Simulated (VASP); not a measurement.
Consider the following.

```yaml
crystal:
  lattice:
    - [2.73794, 0.00000, 0.00000]
    - [0.00000, 2.73794, 0.00000]
    - [0.00000, 0.00000, 2.73794]
  atoms:
    - { symbol: Cu, position: [0.00000, 0.00000, 0.00000] }
    - { symbol: F, position: [0.50000, 0.50000, 0.50000] }
```

All values below come from r2SCAN meta-GGA, VASP's PBE PAW potentials (set 64) (plane waves; VASP). Numerical set-up: 520 eV cut-off, 15×15×15 Γ-centred mesh, tetrahedra with Blöchl corrections, potentials Cu F.

**Question.** Tabulate the total density of states (states/eV per cell) against energy (eV; zero at the valence-band maximum or, without a gap, the Fermi level).

**Answer.** 
(E (eV), DOS (states/eV)): (-9.98, 0.00); (-9.62, 0.00); (-9.26, 0.00); (-8.90, 0.00); (-8.66, 0.00); (-8.30, 0.00); (-7.94, 0.39); (-7.58, 0.78); (-7.22, 1.40); (-6.86, 2.98); (-6.50, 1.81); (-6.14, 1.68); (-5.90, 1.57); (-5.54, 1.73); (-5.18, 2.20); (-4.82, 1.73); (-4.46, 0.14); (-4.10, 0.00); (-3.74, 0.00); (-3.38, 0.00); (-3.14, 0.00); (-2.78, 0.00); (-2.42, 0.00); (-2.06, 0.00); (-1.70, 1.50); (-1.34, 2.58); (-0.98, 4.18); (-0.62, 10.1); (-0.38, 11.0); (-0.02, 2.12); (0.34, 0.08); (0.70, 0.09); (1.06, 0.12); (1.42, 0.14); (1.78, 0.16); (2.14, 0.19); (2.38, 0.21); (2.74, 0.24); (3.10, 0.27); (3.46, 0.31)
Within 2 eV below the Fermi level the largest weight inside VASP's projection spheres is Cu d.

The structure was generated: CuF was put into the CsCl type type (Pm-3m), which need not be its known phase. It was relaxed first, which changed the volume by +38 %.
